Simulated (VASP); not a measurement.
Input:

```xyz
2
Lattice="0.0000 2.1902 2.1902 2.1902 0.0000 2.1902 2.1902 2.1902 0.0000" Properties=species:S:1:pos:R:3 pbc="T T T"
Al     0.0000     0.0000     0.0000
N      1.0951     1.0951     1.0951
```

All values below come from RPBE GGA, VASP's PBE PAW potentials (set 64) (plane waves; VASP). Numerical set-up: 520 eV cut-off, 10×10×10 Γ-centred mesh, Gaussian smearing of 0.050 eV, potentials Al N.

Q: Give the stress tensor in GPa (positive for a compressed cell).

A: 
```
6.04  0.00  0.00
0.00  6.04  0.00
0.00  0.00  6.04
```
The pressure is its mean diagonal, 6.04 GPa.

The compound is AlN in the zinc blende structure, a metastable form; wurtzite is the usual one. This cell is one point of a volume scan, at 0.97 of the reference volume.
